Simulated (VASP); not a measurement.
Input:

```xyz
2
Lattice="1.6550 -2.8665 0.0000 1.6550 2.8665 0.0000 0.0000 0.0000 5.2700" Properties=species:S:1:pos:R:3 pbc="T T T"
Sc     1.6550     0.9555     1.3175
Sc     1.6550    -0.9555     3.9525
```

The numbers are results of PBE GGA, VASP's PBE PAW potentials (set 64) (plane waves; VASP), not measurements. Numerical set-up: 300 eV cut-off, 9×9×5 Γ-centred mesh, Fermi-Dirac smearing of 0.14 eV, potentials Sc_sv.

Task: Give the energies of bands 9 to 14 at the high-symmetry points, in eV from the Fermi level.

Result: 
```tsv
band	Γ	M	K	A	L	H
9	-5.12	-1.59	-0.67	-3.63	-1.46	-0.39
10	-1.66	-1.04	-0.67	-3.63	-1.46	-0.39
11	0.41	-0.69	-0.58	0.88	0.04	-0.13
12	1.59	-0.30	-0.45	0.88	0.04	-0.13
13	1.59	1.20	0.98	1.53	1.23	0.25
14	1.70	1.40	0.98	1.53	1.23	0.25
```

It has no gap at this level: it comes out as a metal or semimetal.

The structure is a typed Sc crystal. The cell was not relaxed at this level.
